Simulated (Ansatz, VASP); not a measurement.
## Two plane-wave programs on Sn2TeS

```
CELL_PARAMETERS angstrom
2.17247 1.25428 7.02944
-2.17247 1.25428 7.02944
0.00000 -2.50856 7.02944
ATOMIC_POSITIONS crystal
Sn 0.74069 0.74069 0.74069
Sn 0.25931 0.25931 0.25931
Te 0.50000 0.50000 0.50000
S 0.00000 0.00000 0.00000
```

Change from the starting cell: species swapped into the LiYSe2 type (R-3m, No. 166).

Alike in both runs: functional PBE; k mesh 6 × 6 × 6; occupations gaussian, width 0.1 eV; no spin polarisation.

Ansatz relaxed the structure, and its values are those at the end. VASP's run is a single point on that final structure, the one shown.

|  | VASP | Ansatz |
| --- | --- | --- |
| version | VASP 6.6.1 | Ansatz 0.2.0 |
| potentials or method | VASP PAW PBE potentials, release 64 (Sn_d, Te, S) | scalar-relativistic, plane waves, PAW |
| plane-wave cutoff (eV) | 520 | 420 |
| valence electrons in the cell | 40 | 50 |

|  | VASP | Ansatz | Ansatz less VASP |
| --- | --- | --- | --- |
| gap on the k mesh at the Fermi level (eV) | 0.10 | 0.10 | +0.001 |
| least direct gap on the mesh (eV) | 0.12 | 0.12 | 0.000 |
| pressure (GPa) | -0.2 | -0.2 | +0.04 |
| rms of the force components (eV/Å) | 0.012 | 0.012 | +0.0004 |

The two sets of potentials don't hold the same shells in valence.

Caveats: spin-orbit coupling is left out, which moves the levels of the heavy elements.
